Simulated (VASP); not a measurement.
# Y in VASP: a series of runs, part 2 of 2

VASP 6.6.1. The steps go on from the part before.

## Step 3: Work function, PBE

INCAR reads:

```
SYSTEM = Y
ALGO = Normal
DIPOL = 0.5 0.5 0.500
EDIFF = 1E-6
ENCUT = 520
GGA = PE
IDIPOL = 3
ISIF = 2
ISMEAR = -1
LASPH = .True.
LCHARG = .True.
LDIPOL = .True.
LELF = .True.
LREAL = .False.
LVACPOTAV = .True.
LVHAR = .True.
LWAVE = .False.
NELM = 60
PREC = Accurate
SIGMA = 0.05
```

KPOINTS reads:

```
k-points
0
Gamma
  8 8 1
  0 0 0
```

POSCAR reads:

```
Y
1.0
    3.6514992371      0.0000000000      0.0000000000
   -1.8257496186      3.1622911012      0.0000000000
    0.0000000000      0.0000000000     20.7474000000
Y
3
Direct
    0.3333333333      0.6666666666      0.3614910784
    0.6666666667      0.3333333334      0.5000000000
    0.3333333333      0.6666666666      0.6385089216
```

Potentials or basis: VASP PAW PBE potentials, release 64 (Y_sv).

On the command line:

```bash
$ cat potpaw_PBE.64/Y_sv/POTCAR > POTCAR
$ mpirun -np 1 vasp_std > vasp.out
```

OUTCAR:

```text
SYSTEM = Y
   EDIFF = 1E-6
   ENCUT = 520
   GGA = PE
   ISIF = 2
   ISMEAR = -1
   LASPH = .True.
   LREAL = .False.
   NELM = 60
   PREC = Accurate

 ion  position               nearest neighbor table
   1  0.333  0.667  0.361-   2 3.56   2 3.56   2 3.56
   2  0.667  0.333  0.500-   1 3.56   3 3.56   1 3.56   3 3.56   1 3.56   3 3.56
   3  0.333  0.667  0.639-   2 3.56   2 3.56   2 3.56

  LATTYP: Found a hexagonal cell.
 ALAT       =     3.6514992371
 C/A-ratio  =     5.6818853443

  Lattice vectors:

 A1 = (   3.6514992371,   0.0000000000,   0.0000000000)
 A2 = (  -1.8257496186,   3.1622911012,   0.0000000000)
 A3 = (   0.0000000000,   0.0000000000,  20.7474000000)

Analysis of symmetry for initial positions (statically):
=====================================================================
 Subroutine PRICEL returns:
 Original cell was already a primitive cell.

 Routine SETGRP: Setting up the symmetry group for a
 hexagonal supercell.

 Subroutine GETGRP returns: Found 12 space group operations
 (whereof 12 operations were pure point group operations)
 out of a pool of 24 trial point group operations.

The static configuration has the point symmetry D_3h.

Analysis of symmetry for dynamics (positions and initial velocities):
[... 152 lines left out ...]
 cond. band min:      -0.4999884692   @ k =   0.3750   0.2500   0.0000
 fundamental gap:      0.0238828049
 Fermi energy:        -0.5185587122

 k-point     1 :       0.0000    0.0000    0.0000
  band No.  band energies     occupation
      1     -43.6841      2.00000
      2     -43.6833      2.00000
      3     -43.0360      2.00000
      4     -23.7669      2.00000
      5     -23.7151      2.00000
      6     -23.4437      2.00000
[... 219 lines left out ...]
     19      -0.0251      0.00010
     20      -0.0151      0.00008

------------------------ aborting loop because EDIFF is reached ----------------------------------------

  FORCE on cell =-STRESS in cart. coord.  units (eV):
  Direction    XX          YY          ZZ          XY          YZ          ZX
  --------------------------------------------------------------------------------------
  -------------------------------------------------------------------------------------
  Total       -1.4025330     -1.4025330     -1.1753698      0.0000000      0.0000000     -0.0000000
  in kB       -9.3796565     -9.3796565     -7.8604673      0.0000000      0.0000000     -0.0000000
  external PRESSURE =      -8.8732601 kB  Pullay stress =       0.0000000 kB

 VOLUME and BASIS-vectors are now :
 -----------------------------------------------------------------------------
  energy-cutoff  :      520.00
  volume of cell :      239.57
      direct lattice vectors                 reciprocal lattice vectors
     3.651499237  0.000000000  0.000000000     0.273860115  0.158113211  0.000000000
    -1.825749619  3.162291101  0.000000000     0.000000000  0.316226422  0.000000000
     0.000000000  0.000000000 20.747400000     0.000000000  0.000000000  0.048198810

 POSITION                                       TOTAL-FORCE (eV/Angst)
 -----------------------------------------------------------------------------------
     -0.00000      2.10819      7.50000        -0.000000      0.000000      0.203526
      1.82575      1.05410     10.37370         0.000000      0.000000      0.000000
     -0.00000      2.10819     13.24740        -0.000000     -0.000000     -0.203526
 -----------------------------------------------------------------------------------
    total drift:                                0.000000      0.000000     -0.000000

  FREE ENERGIE OF THE ION-ELECTRON SYSTEM (eV)
  ---------------------------------------------------
  free  energy   TOTEN  =       -17.8689399818 eV

  energy  without entropy=      -17.8106774689  energy(sigma->0) =      -17.83980873

 vacuum level on the upper side and lower side of the slab         2.756         2.756
```

OSZICAR:

```text
N       E                     dE             d eps       ncg     rms          rms(c)
DAV:   1     0.139281465584E+03    0.13928E+03   -0.16548E+04   552   0.137E+03
DAV:   2     0.153223609787E+01   -0.13775E+03   -0.13374E+03   448   0.298E+02
DAV:   3    -0.182281001468E+02   -0.19760E+02   -0.19367E+02   768   0.561E+01
[... 15 lines left out ...]
DAV:  19    -0.178688981130E+02   -0.75514E-04   -0.15599E-05   352   0.118E-02    0.594E-03
DAV:  20    -0.178689193269E+02   -0.21214E-04   -0.13786E-06   312   0.448E-03    0.360E-03
DAV:  21    -0.178689350544E+02   -0.15727E-04   -0.87395E-07   284   0.361E-03    0.163E-03
DAV:  22    -0.178689391964E+02   -0.41420E-05   -0.32778E-07   268   0.226E-03    0.461E-04
DAV:  23    -0.178689399818E+02   -0.78542E-06   -0.12664E-07   252   0.107E-03
   1 F= -.17868940E+02 E0= -.17839809E+02  d E =-.582625E-01
```

Wall time 94 s (1 thread of Intel Xeon Platinum 8488C (Sapphire Rapids), shared host); peak memory 0.35 GiB.

Results:

```
Free energy                     : -17.8689 eV
Largest force                   : 0.204 eV/Å
Band gap on the k mesh          : none (metal or under the smearing width)
Work function of the upper face : 3.27 eV
Work function of the lower face : 3.27 eV
```

Forces in eV/Å, atoms in the order of the input:
```
Y    0.000  0.000  0.204
Y    0.000  0.000  0.000
Y    0.000  0.000 -0.204
```

Levels at points of the mesh, in eV from the Fermi level:
```csv
k point,band 15,band 16,band 17,band 18,band 19,band 20
"(0.00, 0.00, 0.00)",-2.25,0.13,0.25,0.81,1.57,1.62
"(0.50, 0.00, 0.00)",-1.21,-0.46,-0.21,0.49,0.67,1.25
```

## Step 4: Work function, PBEsol

Edit INCAR of step 3 so:

```diff
@@ -5,3 +5,3 @@
 ENCUT = 520
-GGA = PE
+GGA = PS
 IDIPOL = 3
```

KPOINTS is that of step 3.

POSCAR is that of step 3.

Potentials or basis: VASP PAW PBE potentials, release 64 (Y_sv).

On the command line:

```bash
$ cat potpaw_PBE.64/Y_sv/POTCAR > POTCAR
$ mpirun -np 1 vasp_std > vasp.out
```

OUTCAR:

```text
SYSTEM = Y
   EDIFF = 1E-6
   ENCUT = 520
   GGA = PS
   ISIF = 2
   ISMEAR = -1
   LASPH = .True.
   LREAL = .False.
   NELM = 60
   PREC = Accurate

 ion  position               nearest neighbor table
   1  0.333  0.667  0.361-   2 3.56   2 3.56   2 3.56
   2  0.667  0.333  0.500-   1 3.56   3 3.56   1 3.56   3 3.56   1 3.56   3 3.56
   3  0.333  0.667  0.639-   2 3.56   2 3.56   2 3.56

  LATTYP: Found a hexagonal cell.
 ALAT       =     3.6514992371
 C/A-ratio  =     5.6818853443

  Lattice vectors:

 A1 = (   3.6514992371,   0.0000000000,   0.0000000000)
[... 408 lines left out ...]
  --------------------------------------------------------------------------------------
  -------------------------------------------------------------------------------------
  Total       -2.5122291     -2.5122291     -1.9797298      0.0000000      0.0000000     -0.0000000
  in kB      -16.8009205    -16.8009205    -13.2397494      0.0000000      0.0000000     -0.0000000
  external PRESSURE =     -15.6138634 kB  Pullay stress =       0.0000000 kB

 VOLUME and BASIS-vectors are now :
 -----------------------------------------------------------------------------
  energy-cutoff  :      520.00
  volume of cell :      239.57
      direct lattice vectors                 reciprocal lattice vectors
     3.651499237  0.000000000  0.000000000     0.273860115  0.158113211  0.000000000
    -1.825749619  3.162291101  0.000000000     0.000000000  0.316226422  0.000000000
     0.000000000  0.000000000 20.747400000     0.000000000  0.000000000  0.048198810

 POSITION                                       TOTAL-FORCE (eV/Angst)
 -----------------------------------------------------------------------------------
     -0.00000      2.10819      7.50000         0.000000      0.000000      0.343365
      1.82575      1.05410     10.37370        -0.000000      0.000000      0.000000
     -0.00000      2.10819     13.24740         0.000000      0.000000     -0.343365
 -----------------------------------------------------------------------------------
    total drift:                                0.000000      0.000000     -0.000000

  FREE ENERGIE OF THE ION-ELECTRON SYSTEM (eV)
  ---------------------------------------------------
  free  energy   TOTEN  =       -18.8376031106 eV

  energy  without entropy=      -18.7794827974  energy(sigma->0) =      -18.80854295

 vacuum level on the upper side and lower side of the slab         2.733         2.733
```

OSZICAR:

```text
N       E                     dE             d eps       ncg     rms          rms(c)
DAV:   1     0.145762024712E+03    0.14576E+03   -0.16453E+04   536   0.137E+03
DAV:   2     0.961592161701E+00   -0.14480E+03   -0.14057E+03   448   0.303E+02
DAV:   3    -0.193326665050E+02   -0.20294E+02   -0.19930E+02   764   0.574E+01
[... 15 lines left out ...]
DAV:  19    -0.188375687169E+02   -0.99216E-04   -0.20060E-05   344   0.128E-02    0.645E-03
DAV:  20    -0.188375840517E+02   -0.15335E-04   -0.16678E-06   332   0.469E-03    0.134E-03
DAV:  21    -0.188375991337E+02   -0.15082E-04   -0.96260E-07   288   0.314E-03    0.138E-03
DAV:  22    -0.188376021701E+02   -0.30363E-05   -0.23247E-07   272   0.186E-03    0.763E-04
DAV:  23    -0.188376031106E+02   -0.94057E-06   -0.11798E-07   264   0.125E-03
   1 F= -.18837603E+02 E0= -.18808543E+02  d E =-.581203E-01
```

It took 88 s on 1 thread of Intel Xeon Platinum 8488C (Sapphire Rapids), shared host; peak memory 0.35 GiB.

Results:

| Item | Value |
| --- | --- |
| Free energy | -18.8376 eV |
| Largest force | 0.343 eV/Å |
| Band gap on the k mesh | none (metal or under the smearing width) |
| Work function of the upper face | 3.33 eV |
| Work function of the lower face | 3.33 eV |

Forces on the atoms (eV/Å):
```
Y    0.000  0.000  0.343
Y    0.000  0.000  0.000
Y    0.000  0.000 -0.343
```

Caveat: the PAW data sets were made with another functional, which shifts forces and pressure a little.

## Step 5: The runs side by side

| level | potentials or basis | gap on the mesh (eV) | largest force (eV/Å) | work function (eV) |
| --- | --- | --- | --- | --- |
| LDA | VASP PAW LDA potentials, release 64 (Y_sv) | none | 0.48 | 3.45 |
| PBE | VASP PAW PBE potentials, release 64 (Y_sv) | none | 0.20 | 3.27 |
| PBEsol | VASP PAW PBE potentials, release 64 (Y_sv) | none | 0.34 | 3.33 |

Alike in all rows: task work function; no spin polarisation; cell as given; k mesh 8 × 8 × 1; cutoff (eV) 520; smearing fermi-dirac 0.05 eV.

Caveats: the PAW data sets were made with another functional, which shifts forces and pressure a little (some runs).

Total energies depend on the potentials used, so only differences within one code and one set of settings carry meaning.
